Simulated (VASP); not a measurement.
A run of VASP 6.6.1 is set up as follows.

File INCAR:

```
PREC = Accurate
ENCUT = 450
EDIFF = 1E-6
ISMEAR = 0
SIGMA = 0.02
LREAL = False
LASPH = True
NELM = 60
ALGO = Normal
ISIF = 2
LWAVE = False
LCHARG = False
GGA = PE
```

KPOINTS

```
regular mesh
0
Gamma
  8 8 8
```

The input POSCAR:

```
CdS
1.0
    0.0000000000      2.9165000000      2.9165000000
    2.9165000000      0.0000000000      2.9165000000
    2.9165000000      2.9165000000      0.0000000000
Cd S
1 1
Direct
    0.0000000000      0.0000000000      0.0000000000
    0.7500000000      0.7500000000      0.7500000000
```

The input KPOINTS_OPT:

```
path GXWKGLUWLK,UX
20
line-mode
reciprocal
 0.0000000000  0.0000000000  0.0000000000  G
 0.5000000000  0.0000000000  0.5000000000  X

 0.5000000000  0.0000000000  0.5000000000  X
 0.5000000000  0.2500000000  0.7500000000  W

 0.5000000000  0.2500000000  0.7500000000  W
 0.3750000000  0.3750000000  0.7500000000  K

 0.3750000000  0.3750000000  0.7500000000  K
 0.0000000000  0.0000000000  0.0000000000  G

 0.0000000000  0.0000000000  0.0000000000  G
 0.5000000000  0.5000000000  0.5000000000  L

 0.5000000000  0.5000000000  0.5000000000  L
 0.6250000000  0.2500000000  0.6250000000  U

 0.6250000000  0.2500000000  0.6250000000  U
 0.5000000000  0.2500000000  0.7500000000  W

 0.5000000000  0.2500000000  0.7500000000  W
 0.5000000000  0.5000000000  0.5000000000  L

 0.5000000000  0.5000000000  0.5000000000  L
 0.3750000000  0.3750000000  0.7500000000  K

 0.6250000000  0.2500000000  0.6250000000  U
 0.5000000000  0.0000000000  0.5000000000  X
```

Potentials or basis: VASP PAW PBE potentials, release 64 (Cd_GW, S_GW).

Command:

```bash
$ cat potpaw_PBE.64/Cd_GW/POTCAR potpaw_PBE.64/S_GW/POTCAR > POTCAR
$ mpirun -np 1 vasp_std > vasp.out
```

Question: Estimate the band gap along the path.

Answer: 1.14 eV, direct.

Question: What does it give for the pressure?

Answer: 2.8 GPa.

Question: Predict the band gap on the k mesh.

Answer: 1.14 eV, direct.

Levels at the corners of the path, in eV from the valence-band top:
```tsv
point	band 6	band 7	band 8	band 9	band 10	band 11	band 12	band 13
Γ	-7.24	0.00	0.00	0.00	1.14	6.53	6.53	6.53
X	-6.80	-3.95	-1.88	-1.88	3.56	4.35	9.19	10.77
X	-6.80	-3.95	-1.88	-1.88	3.56	4.35	9.19	10.77
W	-6.62	-3.90	-2.26	-2.18	5.42	5.43	7.23	8.03
W	-6.62	-3.90	-2.26	-2.18	5.42	5.43	7.23	8.03
K	-6.67	-3.93	-2.53	-1.53	4.24	5.44	8.47	9.00
K	-6.67	-3.93	-2.53	-1.53	4.24	5.44	8.47	9.00
Γ	-7.24	0.00	0.00	0.00	1.14	6.53	6.53	6.53
Γ	-7.24	0.00	0.00	0.00	1.14	6.53	6.53	6.53
L	-6.87	-4.40	-0.75	-0.75	3.01	7.00	7.00	7.46
L	-6.87	-4.40	-0.75	-0.75	3.01	7.00	7.00	7.46
U	-6.67	-3.93	-2.53	-1.53	4.24	5.44	8.47	9.00
U	-6.67	-3.93	-2.53	-1.53	4.24	5.44	8.47	9.00
W	-6.62	-3.90	-2.26	-2.18	5.42	5.43	7.23	8.03
W	-6.62	-3.90	-2.26	-2.18	5.42	5.43	7.23	8.03
L	-6.87	-4.40	-0.75	-0.75	3.01	7.00	7.00	7.46
L	-6.87	-4.40	-0.75	-0.75	3.01	7.00	7.00	7.46
K	-6.67	-3.93	-2.53	-1.53	4.24	5.44	8.47	9.00
U	-6.67	-3.93	-2.53	-1.53	4.24	5.44	8.47	9.01
X	-6.80	-3.95	-1.88	-1.88	3.56	4.35	9.19	10.77
```
